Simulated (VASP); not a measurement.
# SiTe2: phonons with LDA

SiTe2:

```
Si Te
1.0
     0.00000    3.32090    3.32090
     3.32090    0.00000    3.32090
     3.32090    3.32090    0.00000
Si Te
1 2
Direct
  0.00000 0.00000 0.00000
  0.25000 0.25000 0.25000
  0.75000 0.75000 0.75000
```

The cell comes from a database or a generator and needn't be the stable form of this composition.

| Property | Result |
| --- | --- |
| Program | VASP 6.6.1 |
| Task | phonons |
| Functional | LDA |
| Potentials or basis | VASP PAW LDA potentials, release 64 (Si, Te) |
| Cutoff | 520 eV |
| k mesh | 12 × 12 × 12 |
| Occupations | fermi-dirac, width 0.15 eV |
| Spin | no spin polarisation |
| Dipole correction | no |
| Further INCAR settings | ALGO = Normal; EDIFF = 1e-08; NBANDS = 15; IBRION = 8; NSW = 1 |

```yaml
Highest_phonon_frequency_at_Γ_LO-TO_splitting_left_out: 151 cm⁻¹
```

Phonon frequencies in cm⁻¹ (negative: imaginary):
```
              q point                    frequencies
(0.000, 0.000, 0.000)  0 0 0 111 111 111 151 151 151
```

Wall time 7 min on 1 thread of Intel(R) Xeon(R) Platinum 8488C (Sapphire Rapids), with other jobs on the host, peak memory 0.68 GiB.

Caveat: the atoms weren't relaxed first, which shifts response properties. Spin-orbit coupling is left out, which matters for the levels of Te.
